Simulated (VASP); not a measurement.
Zr3MoC, 5 atoms in the cell. It takes space group Pm-3m (No. 221, cubic). Conventional cell: a = 4.943 Å, b = 4.943 Å, c = 4.943 Å, α = 90.00°, β = 90.00°, γ = 90.00°. Zr (site symmetry 4/mmm) has 2 Mo at 2.47 Å as nearest neighbours. Mo (site symmetry m-3m) is surrounded by 6 Zr at 2.47 Å. C (site symmetry m-3m) is surrounded by 12 Zr at 3.49 Å. The cell was built by a generator and needn't be a form met in nature.

| Quantity | Value |
| --- | --- |
| Program | VASP 6.6.1 |
| Task | relaxation of cell and atoms |
| Functional | PBE |
| Dispersion | D2 |
| Potentials or basis | VASP PAW PBE potentials, release 64 (Zr_sv, Mo_sv, C) |
| Cutoff | 600 eV |
| k mesh | 5 × 5 × 5 |
| Occupations | fermi-dirac, width 0.05 eV |
| Spin | no spin polarisation |
| Further INCAR settings | ALGO = Normal; EDIFF = 1e-06; IBRION = 2; EDIFFG = -0.02; NSW = 60; ISIF = 3 |

Potentials or basis: VASP PAW PBE potentials, release 64 (Zr_sv, Mo_sv, C).

Launch:

```console
$ cat potpaw_PBE.64/Zr_sv/POTCAR potpaw_PBE.64/Mo_sv/POTCAR potpaw_PBE.64/C/POTCAR > POTCAR
$ mpirun -np 1 vasp_std > vasp.out
```

Hardware: 1 thread of Intel(R) Xeon(R) Platinum 8559C (Emerald Rapids), on a shared host.

**Question.** Estimate the wall time of this run.

**Answer.** Wall time 60 s on 1 thread of Intel(R) Xeon(R) Platinum 8559C (Emerald Rapids), on a shared host, peak memory 0.27 GiB. Counts: scf iterations 37, k points 10, ion steps 3.
